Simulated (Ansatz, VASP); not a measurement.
# Cross-check of InF between VASP and Ansatz, part 2 of 2

One calculation is typed for both programs; each brings its own data sets. How far apart do they land? The cell is generated by rule, not measured, and may not be a known phase. The cell is taken from a series of runs on this material, whose earlier steps may have relaxed, scaled, displaced or heated it; both programs get it as it stands.

VASP 6.6.1 and Ansatz 0.2.0.

So far. Step 3 (VASP: single point, PBEsol, pair 1): The run ends at a pressure of -0.14 GPa, with forces up to 0.17 eV/Å. Step 5 (Ansatz: single point, PBEsol, pair 2): The run ends at a pressure of -0.06 GPa, with forces up to 0.29 eV/Å.

**6. VASP: single point, PBEsol, pair 2**

Level of this step: PBEsol; plane waves and PAW (In_d, F); invented cell (VASP).

The same cell, functional, mesh and smearing now go to VASP, with its own data sets.

File INCAR:

```
SYSTEM = InF
PREC = Accurate
ENCUT = 600
EDIFF = 1E-06
NELM = 120
ISMEAR = 0
SIGMA = 0.02
LREAL = .FALSE.
ALGO = Normal
GGA = PS
NBANDS = 26
LORBIT = 11
LWAVE = .FALSE.
LCHARG = .FALSE.
ISIF = 2
LASPH = .TRUE.
GGA_COMPAT = .FALSE.
EFERMI = MIDGAP
KPAR = 2
```

File POSCAR:

```
InF
1.0
    4.4585767631      0.0000030711      0.0000000000
   -2.2292910412      3.8612392060      0.0000000000
    0.0000000000      0.0000000000      5.5566930877
In F
2 2
Direct
    0.3333333333      0.6666666667      0.2498356854
    0.6666666666      0.3333333334      0.7501643146
    0.6666666666      0.3333333334      0.2248051588
    0.3333333333      0.6666666667      0.7751948412
```

File KPOINTS:

```
Automatic mesh
0
Gamma
10 10 4
0 0 0
```

The projector-augmented-wave data sets are In_d and F (PBE family, release 64).

The run is started by

```bash
> mpirun -np 2 vasp_std
```

Numbers of over 12 decimals in the logs are rounded to 6 here.

Log:

```text
[banner, memory and clock lines left out]
running    2 mpi-ranks, on    1 nodes
[...]
[... a notice as in an earlier step ...]

 LDA part: xc-table for (Slater+PW92), standard interpolation
 POSCAR, INCAR and KPOINTS ok, starting setup
[...]
entering main loop
       N       E                     dE             d eps       ncg     rms          rms(c)
DAV:   1     0.467588333402E+03    0.46759E+03   -0.21550E+04  2600   0.207E+03
DAV:   2     0.553786721304E+02   -0.41221E+03   -0.39756E+03  2784   0.492E+02
DAV:   3    -0.141851524184E+02   -0.69564E+02   -0.67893E+02  3122   0.201E+02
DAV:   4    -0.175808493707E+02   -0.33957E+01   -0.33846E+01  3124   0.480E+01
[...]
DAV:  14    -0.155976830383E+02   -0.22975E-05   -0.85437E-06  2316   0.190E-02    0.979E-03
DAV:  15    -0.155976818395E+02    0.11988E-05   -0.27118E-06  2376   0.137E-02    0.276E-03
DAV:  16    -0.155976818777E+02   -0.38168E-07   -0.87818E-07  1310   0.672E-03
   1 F= -.15597682E+02 E0= -.15597682E+02  d E =0.000000E+00
```

OUTCAR, selected parts (step 6):

```text
  Total       -0.1369584     -0.1369584     -0.0513919     -0.0000000      0.0000000      0.0000000
  in kB       -2.2938219     -2.2938219     -0.8607279     -0.0000000      0.0000000      0.0000000
  external PRESSURE =      -1.8161239 kB  Pullay stress =       0.0000000 kB

 POSITION                                       TOTAL-FORCE (eV/Angst)
 -----------------------------------------------------------------------------------
     -0.00000      2.57416      1.38826        -0.000000      0.000000     -0.001027
      2.22929      1.28708      4.16843         0.000000     -0.000000      0.001027
      2.22929      1.28708      1.24917         0.000000     -0.000000     -0.278577
     -0.00000      2.57416      4.30752        -0.000000      0.000000      0.278577
 -----------------------------------------------------------------------------------
    total drift:                                0.000002     -0.000001     -0.000000

  FREE ENERGIE OF THE ION-ELECTRON SYSTEM (eV)
  ---------------------------------------------------
  free  energy   TOTEN  =       -15.5976818777 eV

  energy  without entropy=      -15.5976818777  energy(sigma->0) =      -15.59768188

[... 2 parts as in an earlier step ...]

[... 1 further part left out ...]
[key lines of the parts left out:]
E-fermi :   3.2532
```

The run ends at a pressure of -0.18 GPa, with forces up to 0.28 eV/Å.

**7. Differences**

The two programs side by side:

| quantity | Ansatz | VASP | difference |
| --- | --- | --- | --- |
| pressure (GPa) | -0.06 | -0.18 | +0.12 |
| gap on the k mesh (eV) | 1.604 | 1.602 | +0.002 |

Forces (eV/Å; atoms numbered as in POSCAR):

| atom | Ansatz x, y, z | VASP x, y, z |
| --- | --- | --- |
| In1 | 0.000, 0.000, -0.007 | 0.000, 0.000, -0.001 |
| In2 | 0.000, 0.000, 0.007 | 0.000, 0.000, 0.001 |
| F3 | 0.000, 0.000, -0.286 | 0.000, 0.000, -0.279 |
| F4 | 0.000, 0.000, 0.286 | 0.000, 0.000, 0.279 |

The forces differ by 3.7 meV/Å r.m.s., which is 3.3 % of the r.m.s. force of 0.114 eV/Å (both taken over all components). A gap on the mesh is an upper bound, since the band edges may lie between its points.

**8. VASP: single point, PBEsol, pair 3**

A single point takes one fixed geometry, so differences don't come from the geometry; what else differs is listed under the comparison.

INCAR is that of step 6.

File POSCAR:

```
InF
1.0
    4.4585767631      0.0000030711      0.0000000000
   -2.2292910412      3.8612392060      0.0000000000
    0.0000000000      0.0000000000      5.5566930877
In F
2 2
Direct
    0.3333333333      0.6666666667      0.2497417914
    0.6666666666      0.3333333334      0.7502582086
    0.6666666666      0.3333333334      0.2104081067
    0.3333333333      0.6666666667      0.7895918933
```

KPOINTS is that of step 6.

The run is started by

```bash
> mpirun -np 2 vasp_std
```

Log:

```text
[... set-up lines as in an earlier step ...]
 entering main loop
       N       E                     dE             d eps       ncg     rms          rms(c)
DAV:   1     0.467451567264E+03    0.46745E+03   -0.21550E+04  2600   0.207E+03
DAV:   2     0.574218041755E+02   -0.41003E+03   -0.39610E+03  2712   0.492E+02
DAV:   3    -0.140468207139E+02   -0.71469E+02   -0.69879E+02  3152   0.203E+02
DAV:   4    -0.175922178481E+02   -0.35454E+01   -0.35327E+01  3064   0.486E+01
[...]
DAV:  13    -0.156524691875E+02   -0.21638E-05   -0.75468E-05  3406   0.749E-02    0.210E-02
DAV:  14    -0.156524708888E+02   -0.17013E-05   -0.73420E-06  2368   0.175E-02    0.738E-03
DAV:  15    -0.156524703583E+02    0.53048E-06   -0.13104E-06  2132   0.996E-03
   1 F= -.15652470E+02 E0= -.15652470E+02  d E =0.000000E+00
```

OUTCAR, selected parts (step 8):

```text
  Total       -0.2343702     -0.2343702      0.0234877     -0.0000000     -0.0000000      0.0000000
  in kB       -3.9253057     -3.9253057      0.3933791     -0.0000000     -0.0000000      0.0000000
  external PRESSURE =      -2.4857441 kB  Pullay stress =       0.0000000 kB

 POSITION                                       TOTAL-FORCE (eV/Angst)
 -----------------------------------------------------------------------------------
     -0.00000      2.57416      1.38774        -0.000000      0.000000      0.010962
      2.22929      1.28708      4.16895         0.000000     -0.000000     -0.010962
      2.22929      1.28708      1.16917         0.000000     -0.000000     -0.399124
     -0.00000      2.57416      4.38752        -0.000000      0.000000      0.399124
 -----------------------------------------------------------------------------------
    total drift:                                0.000002     -0.000001     -0.000000

  FREE ENERGIE OF THE ION-ELECTRON SYSTEM (eV)
  ---------------------------------------------------
  free  energy   TOTEN  =       -15.6524703583 eV

  energy  without entropy=      -15.6524703583  energy(sigma->0) =      -15.65247036

[... 2 parts as in an earlier step ...]

[... 1 further part left out ...]
[key lines of the parts left out:]
E-fermi :   3.1932
```

The run ends at a pressure of -0.25 GPa, with forces up to 0.40 eV/Å.

**9. Ansatz: single point, PBEsol, pair 3**

The same cell, functional, mesh and smearing now go to Ansatz, which takes its cutoff from its data sets.

The cell is taken from a series of runs on this material, whose earlier steps may have relaxed, scaled, displaced or heated it; both programs get it as it stands.

File input.yaml:

```yaml
crystal:
  lattice:
    - [4.4585767631, 3.0711e-06, 0.0]
    - [-2.2292910412, 3.861239206, 0.0]
    - [0.0, 0.0, 5.5566930877]
  atoms:
    - { symbol: In, position: [0.3333333333, 0.6666666667, 0.2497417914] }
    - { symbol: In, position: [0.6666666667, 0.3333333333, 0.7502582086] }
    - { symbol: F, position: [0.6666666667, 0.3333333333, 0.2104081067] }
    - { symbol: F, position: [0.3333333333, 0.6666666667, 0.7895918933] }
kpoints:
  mp_grid: { grid: [10, 10, 4] }
hamiltonian:
  xc: pbesol
scf:
  occupations: { method: gaussian, width: 0.02 }
output:
  forces: true
  stress: true
  eigenvalues: true
```

The run is started by

```bash
> ansatz run input.yaml --threads 4 --pin off --max-ram 7168MiB --backend cpu --events-out ev --progress --plain --runs-dir out
```

Log:

```text
[...]
Crystal: 4 atoms, lattice volume = 95.662 Å³
Basis set: ecut = 420 eV, 1873 PW (Γ), exchange–correlation on 60×60×80 points (8 copies of the dense FFT grid, shifted against one another)
Bands: 24, of which v1, the nominal top of the filled ones, is band 20 counted from 1 (19 counted from 0)
Symmetry: 12 space group operations
[...]
k-points: 50 of 400
[...]
P = ⅓ Tr σ = -0.1296 GPa (-1.296 kbar)
--- Band table (eV; the first three rows and the last of 50) ---
  k-point 0: bands = [... 16 lower, 0.5235, 0.7195, 0.7195, 3.4436, 7.6191, 9.9603, 9.9603, 10.0955]
  k-point 1: bands = [... 16 lower, 0.6936, 0.6936, 1.5073, 3.3639, 7.9317, 9.8193, 9.8193, 10.1174]
  k-point 2: bands = [... 16 lower, 0.6546, 0.6546, 2.5904, 2.7749, 9.0037, 9.7119, 9.7119, 9.8003]
  k-point 49: bands = [... 16 lower, 0.8337, 0.8444, 4.2904, 4.4473, 6.7327, 6.8749, 7.5332, 8.1325]
[key lines of the parts left out:]
SCF converged after 7 iterations
Free energy (F): -12651.845657 eV
Fermi energy:    5.225279 eV
```

The run ends at a pressure of -0.13 GPa, with forces up to 0.41 eV/Å.

**10. Comparison**

Compared:

| quantity | Ansatz | VASP | difference |
| --- | --- | --- | --- |
| pressure (GPa) | -0.13 | -0.25 | +0.12 |
| gap on the k mesh (eV) | 1.556 | 1.552 | +0.003 |

Forces (eV/Å; atoms numbered as in POSCAR):

| atom | Ansatz x, y, z | VASP x, y, z |
| --- | --- | --- |
| In1 | 0.000, 0.000, 0.002 | 0.000, 0.000, 0.011 |
| In2 | 0.000, 0.000, -0.002 | 0.000, 0.000, -0.011 |
| F3 | 0.000, 0.000, -0.408 | 0.000, 0.000, -0.399 |
| F4 | 0.000, 0.000, 0.408 | 0.000, 0.000, 0.399 |

The forces differ by 5.2 meV/Å r.m.s., which is 3.2 % of the r.m.s. force of 0.163 eV/Å (both taken over all components). A gap on the mesh is an upper bound, since the band edges may lie between its points.

**11. Results**

```yaml
r_m_s_force_difference_single_point_pbesol_pair_1: 2.2 meV/Å
r_m_s_force_difference_single_point_pbesol_pair_2: 3.7 meV/Å
r_m_s_force_difference_single_point_pbesol_pair_3: 5.2 meV/Å
```

The r.m.s. force difference is 5.2 meV/Å (single point, PBEsol, pair 3), within the 12 meV/Å picked in this series as the mark of a large difference. 5 further pairs of this series are not shown here. Such differences can come from data sets, numerical settings and the points named under the comparisons, not from the functional's error against experiment.

[Lines on the potential files, build, host, timing and source positions are cut from VASP's logs without a mark.]

[Logs are printed without paths, hosts, clocks, repeated set-up lines and the standing remarks that a program may print on its own settings, such as how far it seeks lower states.]

[Hosts, paths, dates, database ids (printed as entryN), source tags and the programs' standing remarks are cut or masked in the printed files.]
